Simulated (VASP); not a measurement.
# MgC2 (Pn-3m) in VASP: a series of runs

Runs on MgC2. Level: PBE. Tasks: single point, relaxation of cell and atoms.

Program: VASP 6.6.1. These are calculated values, not measurements. Logs are shortened: lines on timing, memory, paths and dates and some standing lists are left out, and cuts for length are marked.

## (1) The cell of the first run

The structure is cubic, space group Pn-3m (No. 224). Conventional cell: a = 4.836 Å, b = 4.836 Å, c = 4.836 Å, α = 90.00°, β = 90.00°, γ = 90.00°. Mg (site symmetry -43m) is surrounded by 4 C at 2.09 Å. C (site symmetry -3m) is surrounded by 2 Mg at 2.09 Å.

The cell was built by a generator and needn't be a form met in nature.

## (2) Single point, PBE (random cell by space group and Wyckoff sites (Pn-3m, No. 224))

INCAR reads:

```
SYSTEM = MgC2
PREC = Accurate
ENCUT = 520
EDIFF = 1E-6
ISMEAR = 0
SIGMA = 0.1
LREAL = .FALSE.
LASPH = .TRUE.
NELM = 60
ALGO = Fast
ISIF = 2
LWAVE = .FALSE.
LCHARG = .FALSE.
GGA = PE
NBANDS = 19
```

KPOINTS reads:

```
Automatic mesh
0
G
  8 8 8
  0 0 0
```

POSCAR reads:

```
MgC2
1.0
    4.8358549816      0.0000000000      0.0000000000
    0.0000000000      4.8358549816      0.0000000000
    0.0000000000      0.0000000000      4.8358549816
Mg C
2 4
Direct
    0.0000000000      0.0000000000      0.0000000000
    0.5000000000      0.5000000000      0.5000000000
    0.2500000000      0.2500000000      0.2500000000
    0.7500000000      0.7500000000      0.2500000000
    0.7500000000      0.2500000000      0.7500000000
    0.2500000000      0.7500000000      0.7500000000
```

Potentials or basis: VASP PAW PBE potentials, release 64 (Mg, C).

Started as:

```bash
cat potpaw_PBE.64/Mg/POTCAR potpaw_PBE.64/C/POTCAR > POTCAR
mpirun -np 1 vasp_std > vasp.out
```

OUTCAR:

```text
SYSTEM = MgC2
   PREC = Accurate
   ENCUT = 520
   EDIFF = 1E-6
   ISMEAR = 0
   LREAL = .FALSE.
   LASPH = .TRUE.
   NELM = 60
   ISIF = 2
   GGA = PE

 ion  position               nearest neighbor table
   1  0.000  0.000  0.000-   3 2.09   4 2.09   5 2.09   6 2.09
   2  0.500  0.500  0.500-   3 2.09   4 2.09   5 2.09   6 2.09
   3  0.250  0.250  0.250-   1 2.09   2 2.09
   4  0.750  0.750  0.250-   1 2.09   2 2.09
   5  0.750  0.250  0.750-   1 2.09   2 2.09
   6  0.250  0.750  0.750-   1 2.09   2 2.09

  LATTYP: Found a simple cubic cell.
 ALAT       =     4.8358549816

  Lattice vectors:

 A1 = (   4.8358549816,   0.0000000000,   0.0000000000)
 A2 = (   0.0000000000,   4.8358549816,   0.0000000000)
 A3 = (   0.0000000000,   0.0000000000,   4.8358549816)

Analysis of symmetry for initial positions (statically):
=====================================================================
 Subroutine PRICEL returns:
 Original cell was already a primitive cell.

 Routine SETGRP: Setting up the symmetry group for a
 simple cubic supercell.

 Subroutine GETGRP returns: Found 48 space group operations
 (whereof 24 operations were pure point group operations)
 out of a pool of 48 trial point group operations.

The static configuration has the point symmetry T_d .
 The point group associated with its full space group is O_h .

Analysis of symmetry for dynamics (positions and initial velocities):
=====================================================================
 Subroutine PRICEL returns:
 Original cell was already a primitive cell.

 Routine SETGRP: Setting up the symmetry group for a
 simple cubic supercell.

 Subroutine GETGRP returns: Found 48 space group operations
 (whereof 24 operations were pure point group operations)
 out of a pool of 48 trial point group operations.

The dynamic configuration has the point symmetry T_d .
 The point group associated with its full space group is O_h .

 Subroutine INISYM returns: Found 48 space group operations
 (whereof 24 operations are pure point group operations),
 and found     1 'primitive' translations

----------------------------------------------------------------------------------------

                                     Primitive cell

  volume of cell :     113.0889

  direct lattice vectors                    reciprocal lattice vectors
     4.835854982  0.000000000  0.000000000     0.206788666  0.000000000  0.000000000
     0.000000000  4.835854982  0.000000000     0.000000000  0.206788666  0.000000000
     0.000000000  0.000000000  4.835854982     0.000000000  0.000000000  0.206788666

  length of vectors
     4.835854982  4.835854982  4.835854982     0.206788666  0.206788666  0.206788666

  position of ions in fractional coordinates (direct lattice)
     0.000000000  0.000000000  0.000000000
     0.500000000  0.500000000  0.500000000
     0.250000000  0.250000000  0.250000000
     0.750000000  0.750000000  0.250000000
     0.750000000  0.250000000  0.750000000
     0.250000000  0.750000000  0.750000000

  ion indices of the primitive-cell ions
   primitive index   ion index
                 1           1
                 2           2
                 3           3
                 4           4
                 5           5
                 6           6

----------------------------------------------------------------------------------------

 KPOINTS: Automatic mesh

Automatic generation of k-mesh.
 Grid dimensions read from file:
 generate k-points for:    8    8    8

 Generating k-lattice:

  Cartesian coordinates                     Fractional coordinates (reciprocal lattice)
     0.025848583  0.000000000  0.000000000     0.125000000  0.000000000  0.000000000
     0.000000000  0.025848583  0.000000000     0.000000000  0.125000000  0.000000000
     0.000000000  0.000000000  0.025848583     0.000000000  0.000000000  0.125000000

  Length of vectors
     0.025848583  0.025848583  0.025848583

  Shift w.r.t. Gamma in fractional coordinates (k-lattice)
     0.000000000  0.000000000  0.000000000

 Subroutine IBZKPT returns following result:
 ===========================================

 Found     35 irreducible k-points:

 Following reciprocal coordinates:
            Coordinates               Weight
  0.000000  0.000000  0.000000      1.000000
  0.125000  0.000000  0.000000      6.000000
  0.250000  0.000000  0.000000      6.000000
  0.375000  0.000000  0.000000      6.000000
  0.500000  0.000000  0.000000      3.000000
  0.125000  0.125000  0.000000     12.000000
[... 16 lines left out ...]
  0.375000  0.375000  0.125000     24.000000
  0.500000  0.375000  0.125000     24.000000
 [... further k-points ...]
   k-points           NKPTS =     35   k-points in BZ     NKDIM =     35   number of bands    NBANDS=     19
   number of dos      NEDOS =    301   number of ions     NIONS =      6
   total plane-waves  NPLWV =  46656
   dimension x,y,z NGX =    36 NGY =   36 NGZ =   36
   dimension x,y,z NGXF=    72 NGYF=   72 NGZF=   72
   ions per type =               2   4
   NGX,Y,Z   is equivalent  to a cutoff of  12.38, 12.38, 12.38 a.u.
   NGXF,Y,Z  is equivalent  to a cutoff of  24.75, 24.75, 24.75 a.u.
 SYSTEM =  MgC2
   PREC   = accura    normal or accurate (medium, high low for compatibility)
   ISTART =      0    job   : 0-new  1-cont  2-samecut
   ICHARG =      2    charge: 1-file 2-atom 10-const
   ISPIN  =      1    spin polarized calculation?
   LNONCOLLINEAR =      F non collinear calculations
   LSORBIT =      F    spin-orbit coupling
   LASPH  =      T    aspherical Exc in radial PAW
   ENCUT  =  520.0 eV  38.22 Ry    6.18 a.u.   8.99  8.99  8.99*2*pi/ulx,y,z
   NELM   =     60;   NELMIN=  2; NELMDL= -5     # of ELM steps
   EDIFF  = 0.1E-05   stopping-criterion for ELM
   LREAL  =      F    real-space projection
   EDIFFG = 0.1E-04   stopping-criterion for IOM
   NSW    =      0    number of steps for IOM
   IBRION =     -1    ionic relax: 0-MD 1-quasi-New 2-CG
   NFREE  =      0    steps in history (QN), initial steepest desc. (CG)
   ISIF   =      2    stress and relaxation
   ISYM   =      2    0-nonsym 1-usesym 2-fastsym
   POTIM  = 0.5000    time-step for ionic-motion
   TEBEG  =    0.0;   TEEND  =   0.0 temperature during run
   PSTRESS=    0.0 pullay stress
   NELECT =      20.0000    total number of electrons
   NUPDOWN=      -1.0000    fix difference up-down
   EMIN   =  10.00;   EMAX   =-10.00  energy-range for DOS
   EFERMI =   0.00;   METHOD = LEGACY
   ISMEAR =     0;   SIGMA  =   0.10  broadening in eV -4-tet -1-fermi 0-gaus
   EFERMI_NEDOS =   21; number of points for ismear=-14 and -15
   IALGO  =     68    algorithm
   IMIX   =      4    mixing-type and parameters
     AMIX     =   0.40;   BMIX     =  1.00
     AMIX_MAG =   1.60;   BMIX_MAG =  1.00
  volume/ion in A,a.u.               =      18.85       127.19
  Fermi-wavevector in a.u.,A,eV,Ry     =   0.918921  1.736509 11.488977  0.844416
  Thomas-Fermi vector in A             =   2.044057
   LORBIT       =      0    0 simple, 1 ext, 2 COOP (PROOUT), +10 PAW based schemes
   GGA     = PE    functional components
   LHFCALC =     F    Hartree Fock is set to
   AEXX    =    0.0000 exact exchange contribution
   IVDW    =     0    specifies the selected vdW correction
   LEPSILON=     F    determine dielectric tensor
   LRPA    =     F    only Hartree local field effects (RPA)
 non-spin polarized calculation
 RMM-DIIS sequential band-by-band and
 Gauss-broadening in eV      SIGMA  =   0.10
  energy-cutoff  :      520.00
  volume of cell :      113.09
 maximum number of plane-waves:      3112
 NGX is ok and might be reduce to    36
   NGX = 17   NGY = 17   NGZ = 17

 number of electron      20.0000000 magnetization

 Free energy of the ion-electron system (eV)
  ---------------------------------------------------
  ext. energy  EPLUGINS =         0.00000000
  ---------------------------------------------------
  free energy    TOTEN  =       -18.97637340 eV

  energy without entropy =      -18.94548055  energy(sigma->0) =      -18.96092698

 E-fermi :  -0.2215     XC(G=0):  -8.2672

 val. band max:       -0.2298792642   @ k =   0.5000   0.1250   0.1250
 cond. band min:      -0.2001178832   @ k =   0.3750   0.1250   0.0000
 fundamental gap:      0.0297613809
 Fermi energy:        -0.2214882389

 k-point     1 :       0.0000    0.0000    0.0000
  band No.  band energies     occupation
      1     -10.2207      2.00000
      2      -8.2441      2.00000
      3      -8.2441      2.00000
      4      -8.2441      2.00000
      5      -3.0075      2.00000
      6      -1.6848      2.00000
[... 11 lines left out ...]
     18       6.2709      0.00000
     19       6.4589      0.00000

 k-point     2 :       0.1250    0.0000    0.0000
  band No.  band energies     occupation
      1     -10.1630      2.00000
      2      -8.3482      2.00000
      3      -8.2393      2.00000
      4      -8.2393      2.00000
      5      -2.9174      2.00000
      6      -1.6195      2.00000
[... 11 lines left out ...]
     18       6.4755      0.00000
     19       6.6130      0.00000

 k-point     3 :       0.2500    0.0000    0.0000
  band No.  band energies     occupation
      1      -9.9936      2.00000
      2      -8.6242      2.00000
      3      -8.2273      2.00000
      4      -8.2273      2.00000
      5      -2.6704      2.00000
      6      -1.4273      2.00000
[... 11 lines left out ...]
     18       7.0000      0.00000
     19       7.1219      0.00000

 k-point     4 :       0.3750    0.0000    0.0000
  band No.  band energies     occupation
      1      -9.7247      2.00000
      2      -8.9932      2.00000
      3      -8.2152      2.00000
      4      -8.2152      2.00000
      5      -2.3127      2.00000
      6      -1.4406      2.00000
[... 407 lines left out ...]
     18       8.4483      0.00000
     19       8.5134      0.00000

 k-point    23 :       0.3750    0.3750    0.1250
  band No.  band energies     occupation
      1      -9.2753      2.00000
      2      -8.7813      2.00000
      3      -8.6632      2.00000
      4      -8.4496      2.00000
      5      -2.5539      2.00000
      6      -1.8858      2.00000
[... 11 lines left out ...]
     18       8.6231      0.00000
     19       8.7744      0.00000

 k-point    24 :       0.5000    0.3750    0.1250
  band No.  band energies     occupation
      1      -9.0342      2.00000
      2      -8.9906      2.00000
      3      -8.5888      2.00000
      4      -8.5584      2.00000
      5      -2.5765      2.00000
      6      -1.9429      2.00000
[... 11 lines left out ...]
     18       8.8959      0.00000
     19       8.9834      0.00000

 [... further k-points ...]

------------------------ aborting loop because EDIFF is reached ----------------------------------------

  FORCE on cell =-STRESS in cart. coord.  units (eV):
  Direction    XX          YY          ZZ          XY          YZ          ZX
  --------------------------------------------------------------------------------------
  -------------------------------------------------------------------------------------
  Total       -0.0190690     -0.0190690     -0.0190690      0.0000000     -0.0000000      0.0000000
  in kB       -0.2701578     -0.2701578     -0.2701578      0.0000000     -0.0000000      0.0000000
  external PRESSURE =      -0.2701578 kB  Pullay stress =       0.0000000 kB

 VOLUME and BASIS-vectors are now :
 -----------------------------------------------------------------------------
  energy-cutoff  :      520.00
  volume of cell :      113.09
      direct lattice vectors                 reciprocal lattice vectors
     4.835854982  0.000000000  0.000000000     0.206788666  0.000000000  0.000000000
     0.000000000  4.835854982  0.000000000     0.000000000  0.206788666  0.000000000
     0.000000000  0.000000000  4.835854982     0.000000000  0.000000000  0.206788666

 POSITION                                       TOTAL-FORCE (eV/Angst)
 -----------------------------------------------------------------------------------
      0.00000      0.00000      0.00000        -0.000000     -0.000000      0.000000
      2.41793      2.41793      2.41793        -0.000000     -0.000000      0.000000
      1.20896      1.20896      1.20896         0.000000     -0.000000      0.000000
      3.62689      3.62689      1.20896        -0.000000      0.000000     -0.000000
      3.62689      1.20896      3.62689         0.000000      0.000000     -0.000000
      1.20896      3.62689      3.62689        -0.000000      0.000000      0.000000
 -----------------------------------------------------------------------------------
    total drift:                                0.000000      0.000000     -0.000000

  FREE ENERGIE OF THE ION-ELECTRON SYSTEM (eV)
  ---------------------------------------------------
  free  energy   TOTEN  =       -18.9763734005 eV

  energy  without entropy=      -18.9454805518  energy(sigma->0) =      -18.96092698
```

Run time: 60 s. Hardware: 1 thread of Intel Xeon Platinum 8259CL at 2.50GHz (Skylake/Cascade Lake), shared host; peak memory 0.24 GiB.

What came out:

- Free energy: -18.9764 eV
- Pressure: 0.0 GPa
- Band gap on the k mesh: none (metal or under the smearing width)

## (3) Relaxation of cell and atoms, PBE (random cell by space group and Wyckoff sites (Pn-3m, No. 224))

INCAR reads:

```
SYSTEM = MgC2
PREC = Accurate
ENCUT = 600
EDIFF = 1E-7
ISMEAR = 0
SIGMA = 0.1
LREAL = .FALSE.
LASPH = .TRUE.
NELM = 80
ALGO = Normal
ISIF = 3
LWAVE = .FALSE.
LCHARG = .FALSE.
GGA = PE
IBRION = 2
NSW = 100
EDIFFG = -0.01
```

KPOINTS is that of step 2.

Changes to POSCAR since step 2:

```diff
@@ -2,5 +2,5 @@
 1.0
-    4.8358549816      0.0000000000      0.0000000000
-    0.0000000000      4.8358549816      0.0000000000
-    0.0000000000      0.0000000000      4.8358549816
+    4.8283309251      0.0000000000      0.0000000000
+    0.0000000000      4.8283309251      0.0000000000
+    0.0000000000      0.0000000000      4.8283309251
 Mg C
```

Potentials or basis: VASP PAW PBE potentials, release 64 (Mg, C).

Started as:

```bash
cat potpaw_PBE.64/Mg/POTCAR potpaw_PBE.64/C/POTCAR > POTCAR
mpirun -np 1 vasp_std > vasp.out
```

OUTCAR:

```text
SYSTEM = MgC2
   PREC = Accurate
   ENCUT = 600
   EDIFF = 1E-7
   ISMEAR = 0
   LREAL = .FALSE.
   LASPH = .TRUE.
   NELM = 80
   ISIF = 3
   GGA = PE
   IBRION = 2
   NSW = 100
   EDIFFG = -0.01

 ion  position               nearest neighbor table
   1  0.000  0.000  0.000-   3 2.09   4 2.09   5 2.09   6 2.09
   2  0.500  0.500  0.500-   3 2.09   4 2.09   5 2.09   6 2.09
   3  0.250  0.250  0.250-   1 2.09   2 2.09
   4  0.750  0.750  0.250-   1 2.09   2 2.09
   5  0.750  0.250  0.750-   1 2.09   2 2.09
   6  0.250  0.750  0.750-   1 2.09   2 2.09

  LATTYP: Found a simple cubic cell.
 ALAT       =     4.8283309251

  Lattice vectors:

 A1 = (   4.8283309251,   0.0000000000,   0.0000000000)
 A2 = (   0.0000000000,   4.8283309251,   0.0000000000)
 A3 = (   0.0000000000,   0.0000000000,   4.8283309251)

Analysis of symmetry for initial positions (statically):
=====================================================================
 Subroutine PRICEL returns:
 Original cell was already a primitive cell.

[... 633 lines left out ...]
      1      -9.0349      2.00000
      2      -8.9914      2.00000
      3      -8.5893      2.00000
      4      -8.5588      2.00000
      5      -2.5760      2.00000
      6      -1.9427      2.00000
      7      -1.5108      2.00000
      8      -1.4579      2.00000
      9      -0.6083      2.00000
     10      -0.3995      1.98843
     11      -0.1569      0.36532
     12       0.1489      0.00000
     13       0.8180      0.00000
     14       0.8343      0.00000

 [... further k-points ...]

------------------------ aborting loop because EDIFF is reached ----------------------------------------

  FORCE on cell =-STRESS in cart. coord.  units (eV):
  Direction    XX          YY          ZZ          XY          YZ          ZX
  --------------------------------------------------------------------------------------
  -------------------------------------------------------------------------------------
  Total        0.0281442      0.0281442      0.0281442      0.0000000      0.0000000     -0.0000000
  in kB        0.3989880      0.3989880      0.3989880      0.0000000      0.0000000     -0.0000000
  external PRESSURE =       0.3989880 kB  Pullay stress =       0.0000000 kB

 VOLUME and BASIS-vectors are now :
 -----------------------------------------------------------------------------
  energy-cutoff  :      600.00
  volume of cell :      113.02
      direct lattice vectors                 reciprocal lattice vectors
     4.834816815 -0.000000000  0.000000000     0.206833069 -0.000000000  0.000000000
     0.000000000  4.834816815 -0.000000000     0.000000000  0.206833069 -0.000000000
    -0.000000000  0.000000000  4.834816815    -0.000000000  0.000000000  0.206833069

 POSITION                                       TOTAL-FORCE (eV/Angst)
 -----------------------------------------------------------------------------------
     -0.00000      0.00000      4.83482         0.000000      0.000000      0.000000
      2.41741      2.41741      2.41741         0.000000      0.000000      0.000000
      1.20870      1.20870      1.20870        -0.000000     -0.000000     -0.000000
      3.62611      3.62611      1.20870        -0.000000     -0.000000      0.000000
      3.62611      1.20870      3.62611        -0.000000     -0.000000     -0.000000
      1.20870      3.62611      3.62611         0.000000      0.000000     -0.000000
 -----------------------------------------------------------------------------------
    total drift:                                0.000000      0.000000      0.000000

  FREE ENERGIE OF THE ION-ELECTRON SYSTEM (eV)
  ---------------------------------------------------
  free  energy   TOTEN  =       -18.9766252387 eV

  energy  without entropy=      -18.9457392107  energy(sigma->0) =      -18.96118222

 reached required accuracy - stopping structural energy minimisation
```

Wall time 75 s (1 thread of Intel Xeon Platinum 8259CL at 2.50GHz (Skylake/Cascade Lake), shared host); peak memory 0.28 GiB.

Results:

```
Free energy                            : -18.9766 eV
Relaxed volume                         : 18.84 Å³/atom
Relaxed cell                           : a = 4.835 Å, b = 4.835 Å, c = 4.835 Å, α = 90.00°, β = 90.00°, γ = 90.00°
Space group after relaxing (to 0.05 Å) : Pn-3m (No. 224)
Energy gained by relaxing              : 0.1 meV/atom
Ionic steps                            : 2
Pressure after relaxing                : 0.0 GPa
Band gap on the k mesh                 : none (metal or under the smearing width)
```

The path:
| step | energy change (eV) | largest force (eV/Å) | pressure (GPa) | volume (Å³) |
| --- | --- | --- | --- | --- |
| 1 | 0.0000 | 0.0000 | 0.24 | 112.56 |
| 2 | -0.0004 | 0.0000 | 0.04 | 113.02 |

Final structure:
```
Mg C
1.0
     4.83482    0.00000    0.00000
     0.00000    4.83482    0.00000
     0.00000    0.00000    4.83482
Mg C
2 4
Direct
  0.00000 0.00000 0.00000
  0.50000 0.50000 0.50000
  0.25000 0.25000 0.25000
  0.75000 0.75000 0.25000
  0.75000 0.25000 0.75000
  0.25000 0.75000 0.75000
```

Levels at points of the mesh, in eV from the Fermi level:
| k point | band 6 | band 7 | band 8 | band 9 | band 10 | band 11 | band 12 | band 13 | band 14 |
| --- | --- | --- | --- | --- | --- | --- | --- | --- | --- |
| (0.00, 0.00, 0.00) | -1.46 | -1.46 | -0.40 | -0.40 | -0.40 | 0.83 | 0.83 | 0.83 | 1.54 |
| (0.50, 0.00, 0.00) | -1.67 | -0.53 | -0.53 | -0.50 | -0.50 | -0.18 | -0.18 | 0.83 | 0.83 |
| (0.50, 0.50, 0.00) | -1.95 | -0.97 | -0.97 | -0.50 | -0.50 | -0.04 | -0.04 | 1.03 | 1.03 |
| (0.50, 0.50, 0.50) | -2.23 | -2.23 | -2.23 | 0.46 | 0.46 | 0.46 | 1.35 | 1.35 | 1.60 |

[end of part 1 of 2]
